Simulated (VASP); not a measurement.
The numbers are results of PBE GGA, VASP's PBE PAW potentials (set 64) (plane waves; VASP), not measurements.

Input for VASP

KPOINTS:
```
Automatic mesh
0
Gamma
19 19 11
0 0 0
```

### POSCAR
```
Be
1
    1.0632137269    -1.8415399710     0.0000000000
    1.0632137269     1.8415399710     0.0000000000
    0.0000000000     0.0000000000     3.3765375290
Be
2
Direct
  0.3333330000   0.6666670000   0.2500000000
  0.6666670000   0.3333330000   0.7500000000
```

INCAR:
```
ALGO=Normal
EDIFF=1E-6
EDIFFG=-0.02
ENCUT=500
GGA=PE
IBRION=2
ISIF=3
ISMEAR=1
LASPH=T
LCHARG=F
LREAL=F
LWAVE=F
NELM=100
NSW=40
PREC=Accurate
PSTRESS=450
SIGMA=0.1
SYSTEM=Be
```

POTCAR, in this order: Be (PBE.64 set). Program: vasp_std.

Energy and stress use the plane-wave basis of the starting cell.

Q: Predict the energy per atom (σ→0), volume per atom, band gap (on the k-mesh).

A: 
The energy per atom (σ→0) comes out as -3.569 eV/atom. The band gap (on the k-mesh) is none (metal, semimetal or under 0.01 eV). The volume per atom is 6.21 Å^3/atom.

**OSZICAR**
```
...
       N       E                     dE             d eps       ncg     rms          rms(c)
DAV:   1    -0.713896698714E+01   -0.45169E-02   -0.40347E-05  3084   0.894E-02    0.306E-03
DAV:   2    -0.713896623355E+01    0.75359E-06   -0.75439E-08  3288   0.398E-03
   4 F= -.36521339E+01 E0= -.36521333E+01  d E =-.406750E-01
       N       E                     dE             d eps       ncg     rms          rms(c)
DAV:   1    -0.713849815269E+01    0.46883E-03   -0.80269E-04  3618   0.198E-01    0.104E-02
DAV:   2    -0.713849747762E+01    0.67507E-06   -0.29400E-06  3378   0.169E-02
   5 F= -.36522032E+01 E0= -.36522015E+01  d E =-.693498E-04
```

The compound is Be in the hcp structure. This run relaxes it under an external pressure of 45 GPa. Symmetry was kept, so distortions that lower it aren't found.
